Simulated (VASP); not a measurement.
Crystal: Al.

```
Al
1.0
     0.00000    2.02481    2.02481
     2.02481    0.00000    2.02481
     2.02481    2.02481    0.00000
Al
1
Direct
  0.00000 0.00000 0.00000
```

```yaml
Program: VASP 6.6.1
Task: relaxation of cell and atoms
Functional: LDA
Potentials_or_basis: VASP PAW LDA potentials, release 64 (Al)
Cutoff: 600 eV
k_mesh: 16 × 16 × 16
Occupations: methfessel-paxton, width 0.1 eV
Spin: no spin polarisation
```

At the start: pressure -3.7 GPa; volume 16.60 Å³/atom.

Where does the relaxation end?

Over 3 steps the energy falls by 9.6 meV/atom and the volume is 15.81 Å³/atom (-4.7 %); space group Fm-3m (No. 225, to 0.05 Å).

The path:
```
step  energy change (eV)  largest force (eV/Å)  pressure (GPa)  volume (Å³)
   1              0.0000                0.0000           -3.74        16.60
   2             -0.0093                0.0000            0.71        15.69
   3             -0.0096                0.0000            0.01        15.81
```

Final structure:
```
Al
1.0
     0.00000    1.99224    1.99224
     1.99224    0.00000    1.99224
     1.99224    1.99224    0.00000
Al
1
Cartesian
  0.0000 0.0000 0.0000
```
